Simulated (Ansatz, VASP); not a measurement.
# Al (Al(100)) in two plane-wave programs, part 2 of 2

Wanted: the spread between two codes on one cell, functional and k mesh. Of the first pair: The structure shown is the start of the Ansatz relaxation below; VASP solves that cell, so the two are compared at the walk's first step.

VASP 6.6.1 and Ansatz 0.2.0.

So far. Step 4 (Differences): The forces differ by 0.3 meV/Å r.m.s., which is 0.7 % of the r.m.s. force of 0.050 eV/Å (both taken over all components). Where the cell holds vacuum, a pressure given here is an average over it and none of the material. Step 5 (Ansatz: relaxation, PBE with D3(BJ)): This is the run of step 2 again, met here at its other cell.

## (6) VASP: single point, PBE with D3(BJ), relaxed atoms in a fixed cell, pair 2

Level of this step: PBE with D3(BJ); plane waves and PAW (Al) (VASP).

The same cell, functional, mesh and smearing now go to VASP, with its own data sets.

Contents of INCAR:

```
SYSTEM = Al
PREC = Accurate
ENCUT = 400
EDIFF = 1E-06
NELM = 120
ISMEAR = 1
SIGMA = 0.1
LREAL = .FALSE.
ALGO = Normal
GGA = PE
IVDW = 12
NBANDS = 20
LORBIT = 11
LWAVE = .FALSE.
LCHARG = .FALSE.
ISIF = 2
LDIPOL = .TRUE.
IDIPOL = 3
DIPOL = 0.5 0.5 0.5
LVHAR = .TRUE.
LASPH = .TRUE.
GGA_COMPAT = .FALSE.
NELMDL = -8
KPAR = 2
```

Contents of POSCAR:

```
Al
1.0
    2.8159587629      0.0000000000      0.0000000000
    0.0000000000      2.8159587629      0.0000000000
    0.0000000000      0.0000000000     29.9382847577
Al
8
Direct
    1.0000000000      0.0000000000      0.2658433181
    0.5000000000      0.5000000000      0.3340110936
    1.0000000000      0.0000000000      0.4007425368
    0.5000000000      0.5000000000      0.4667451968
    1.0000000000      0.0000000000      0.5332548032
    0.5000000000      0.5000000000      0.5992574631
    1.0000000000      0.0000000000      0.6659889064
    0.5000000000      0.5000000000      0.7341566819
```

Contents of KPOINTS:

```
Automatic mesh
0
Gamma
12 12 1
0 0 0
```

The projector-augmented-wave data sets are Al (PBE family, release 64).

Launch:

```bash
$ mpirun -np 2 vasp_std
```

Numbers of over 12 decimals in the logs are rounded to 6 here.

Log:

```text
[... set-up lines as in an earlier step ...]
 entering main loop
       N       E                     dE             d eps       ncg     rms          rms(c)
DAV:   1     0.508083150128E+02    0.50808E+02   -0.70088E+03  1128   0.729E+02
DAV:   2    -0.262184784678E+02   -0.77027E+02   -0.74064E+02  1512   0.131E+02
DAV:   3    -0.298672028688E+02   -0.36487E+01   -0.35458E+01  1496   0.272E+01
DAV:   4    -0.300141919770E+02   -0.14699E+00   -0.14617E+00  1832   0.647E+00
[...]
DAV:  25    -0.290109682985E+02   -0.42072E-05   -0.26918E-07   848   0.162E-03    0.400E-04
DAV:  26    -0.290109693408E+02   -0.10423E-05   -0.68130E-08   876   0.793E-04    0.233E-04
DAV:  27    -0.290109695872E+02   -0.24634E-06   -0.13952E-08   748   0.478E-04
   1 F= -.31407382E+02 E0= -.31405876E+02  d E =-.451971E-02
```

OUTCAR, selected parts (step 6):

```text
 Edisp (eV)   -2.39641

  Total      -1.26058    -1.26058    -0.04927     0.00000     0.00000    -0.00000
  in kB      -8.50746    -8.50746    -0.33252     0.00000     0.00000    -0.00000
  external pressure =       -5.78 kB  Pullay stress =        0.00 kB

 POSITION                                       TOTAL-FORCE (eV/Angst)
 -----------------------------------------------------------------------------------
      0.00000      0.00000      7.95889         0.000000      0.000000     -0.001276
      1.40798      1.40798      9.99972         0.000000      0.000000     -0.002771
      0.00000      0.00000     11.99754        -0.000000      0.000000      0.001596
      1.40798      1.40798     13.97355        -0.000000     -0.000000      0.026314
      0.00000      0.00000     15.96473        -0.000000      0.000000     -0.026314
      1.40798      1.40798     17.94074        -0.000000      0.000000     -0.001596
      0.00000      0.00000     19.93857        -0.000000      0.000000      0.002771
      1.40798      1.40798     21.97939        -0.000000      0.000000      0.001276
 -----------------------------------------------------------------------------------
    total drift:                               -0.000000     -0.000000      0.000000

  FREE ENERGIE OF THE ION-ELECTRON SYSTEM (eV)
  ---------------------------------------------------
  free  energy   TOTEN  =       -31.4073823000 eV

  energy  without entropy=      -31.4028625861  energy(sigma->0) =      -31.40587573

[... 2 parts as in an earlier step ...]

[... 1 further part left out ...]
[key lines of the parts left out:]
E-fermi :   2.5458
```

## (7) Differences

The two programs side by side:

```tsv
quantity	Ansatz	VASP	difference
work function, lower of the two faces (eV)	4.25	4.25	0.00
work function, higher of the two faces (eV)	4.25	4.25	0.00
```

Where the cell holds vacuum, a pressure given here is an average over it and none of the material.

## (8) Ansatz: relaxation, PBE

This run makes the geometry at which the two programs are then compared.

The structure compared here is the end of the Ansatz relaxation.

Contents of input.yaml:

```yaml
crystal:
  lattice:
    - [2.8581456101, 0.0, 0.0]
    - [0.0, 2.8581456101, 0.0]
    - [0.0, 0.0, 30.1470989978]
  atoms:
    - { symbol: Al, position: [0.0, 0.0, 0.2653655001] }
    - { symbol: Al, position: [0.5, 0.5, 0.3324039286] }
    - { symbol: Al, position: [0.0, 0.0, 0.3994423572] }
    - { symbol: Al, position: [0.5, 0.5, 0.4664807857] }
    - { symbol: Al, position: [0.0, 0.0, 0.5335192143] }
    - { symbol: Al, position: [0.5, 0.5, 0.6005576428] }
    - { symbol: Al, position: [0.0, 0.0, 0.6675960714] }
    - { symbol: Al, position: [0.5, 0.5, 0.7346344999] }
hamiltonian:
  xc: pbe
kpoints:
  mp_grid: { grid: [12, 12, 1] }
scf:
  occupations: { method: methfessel_paxton, width: 0.1 }
  convergence: { dr2_threshold: 1.0e-09 }
efield:
  axis: 3
  dipole_correction: true
relax:
  f_tol: 0.01
  max_steps: 40
  constraints: [{ sites: [3, 4] }]
output:
  write_potential: true
  write_density: true
  volumetric_format: npy
```

Launch:

```bash
$ ansatz run input.yaml --threads 2 --pin off --max-ram 4096MiB --backend cpu --events-out ev --progress --plain --runs-dir out
```

Log:

```text
[...]
Crystal: 8 atoms, lattice volume = 246.272 Å³
Basis set: ecut = 420 eV, 4833 PW (Γ), exchange–correlation on 40×40×432 points (8 copies of the dense FFT grid, shifted against one another)
Bands: 20, of which v1, the nominal top of the filled ones, is band 12 counted from 1 (11 counted from 0)
Symmetry: 8 space group operations
k-points: 28 of 144
[...]
atoms:
    - { symbol: Al, position: [0, 0.0, 0.266013] }
    - { symbol: Al, position: [0.5, 0.5, 0.333580] }
    - { symbol: Al, position: [0.0, 0.0, 0.400117] }
    - { symbol: Al, position: [0.5, 0.5, 0.4664807857] }
    - { symbol: Al, position: [0.0, 0.0, 0.5335192143] }
    - { symbol: Al, position: [0.5, 0.5, 0.599883] }
    - { symbol: Al, position: [0, 0.0, 0.666420] }
    - { symbol: Al, position: [0.5, 0.5, 0.733987] }
[key lines of the parts left out:]
SCF converged after 9 iterations
Free energy (F): -4299.075519 eV
Fermi energy:    2.279053 eV
Dipole field:    D = -0.000008 V/Å  (p = -0.000011 e·Å, saw-weighted, corrected)
Work function:   Φ+ = 4.2635 eV   Φ− = 4.2633 eV
```

## (9) VASP: single point, PBE, relaxed atoms in a fixed cell

The same cell, functional, mesh and smearing now go to VASP, with its own data sets.

Changes to INCAR since step 6:

```diff
@@ -10,3 +10,2 @@
 GGA = PE
-IVDW = 12
 NBANDS = 20
```

Contents of POSCAR:

```
Al
1.0
    2.8581456101      0.0000000000      0.0000000000
    0.0000000000      2.8581456101      0.0000000000
    0.0000000000      0.0000000000     30.1470989978
Al
8
Direct
    0.0000000000      0.0000000000      0.2660125834
    0.5000000000      0.5000000000      0.3335801321
    0.0000000000      0.0000000000      0.4001172463
    0.5000000000      0.5000000000      0.4664807857
    0.0000000000      0.0000000000      0.5335192143
    0.5000000000      0.5000000000      0.5998827537
    0.0000000000      0.0000000000      0.6664198680
    0.5000000000      0.5000000000      0.7339874166
```

KPOINTS is that of step 6.

Launch:

```bash
$ mpirun -np 2 vasp_std
```

Log:

```text
[... set-up lines as in an earlier step ...]
 entering main loop
       N       E                     dE             d eps       ncg     rms          rms(c)
DAV:   1     0.483206621786E+02    0.48321E+02   -0.69915E+03  1120   0.728E+02
DAV:   2    -0.261022201294E+02   -0.74423E+02   -0.71566E+02  1536   0.127E+02
DAV:   3    -0.297842857256E+02   -0.36821E+01   -0.35176E+01  1516   0.266E+01
DAV:   4    -0.299308683670E+02   -0.14658E+00   -0.14585E+00  1828   0.629E+00
[...]
DAV:  24    -0.290222603756E+02   -0.10482E-04   -0.79566E-07  1060   0.200E-03    0.131E-03
DAV:  25    -0.290222648408E+02   -0.44653E-05   -0.34987E-07   892   0.142E-03    0.838E-04
DAV:  26    -0.290222655434E+02   -0.70258E-06   -0.28710E-08   868   0.621E-04
   1 F= -.29022266E+02 E0= -.29021482E+02  d E =-.235079E-02
```

From OUTCAR (step 9):

```text
  Total       -0.9710721     -0.9710721     -0.1583794      0.0000000      0.0000000      0.0000000
  in kB       -6.3175374     -6.3175374     -1.0303743      0.0000000      0.0000000      0.0000000
  external PRESSURE =      -4.5551497 kB  Pullay stress =       0.0000000 kB

 POSITION                                       TOTAL-FORCE (eV/Angst)
 -----------------------------------------------------------------------------------
      0.00000      0.00000      8.01951        -0.000000      0.000000      0.006514
      1.42907      1.42907     10.05647         0.000000      0.000000     -0.002282
      0.00000      0.00000     12.06237        -0.000000      0.000000     -0.000903
      1.42907      1.42907     14.06304         0.000000      0.000000      0.035658
      0.00000      0.00000     16.08406        -0.000000      0.000000     -0.035658
      1.42907      1.42907     18.08472         0.000000      0.000000      0.000903
      0.00000      0.00000     20.09063         0.000000      0.000000      0.002282
      1.42907      1.42907     22.12759        -0.000000     -0.000000     -0.006514
 -----------------------------------------------------------------------------------
    total drift:                                0.000000     -0.000000     -0.000000

  FREE ENERGIE OF THE ION-ELECTRON SYSTEM (eV)
  ---------------------------------------------------
  free  energy   TOTEN  =       -29.0222655434 eV

  energy  without entropy=      -29.0199147529  energy(sigma->0) =      -29.02148195

[... 1 part as in an earlier step ...]

[... 2 further parts left out ...]
[key lines of the parts left out:]
E-fermi :   2.3104
```

## (10) Differences

Both answers:

```tsv
quantity	Ansatz	VASP	difference
work function, lower of the two faces (eV)	4.26	4.27	0.00
work function, higher of the two faces (eV)	4.26	4.27	0.00
```

Where the cell holds vacuum, a pressure given here is an average over it and none of the material.

## (11) Summary of results

```
r.m.s. force difference (single point, PBE with D3(BJ), start cell, pair 1)                                                : 0.33 meV/Å
difference in work function, lower of the two faces (single point, PBE with D3(BJ), relaxed atoms in a fixed cell, pair 2) : -0.0038 eV
difference in work function, lower of the two faces (single point, PBE, relaxed atoms in a fixed cell)                     : -0.0023 eV
```

In words: The r.m.s. force difference is 0.33 meV/Å (single point, PBE with D3(BJ), start cell, pair 1), within the 12 meV/Å picked in this series as the mark of a large difference. 1 further pair of this series is not shown here. Such differences can come from data sets, numerical settings and the points named under the comparisons, not from the functional's error against experiment.

[Lines on the potential files, build, host, timing and source positions are cut from VASP's logs without a mark.]

[Logs are printed without paths, hosts, clocks, repeated set-up lines and the standing remarks that a program may print on its own settings, such as how far it seeks lower states.]

[Hosts, paths, dates, database ids (printed as entryN), source tags and the programs' standing remarks are cut or masked in the printed files.]
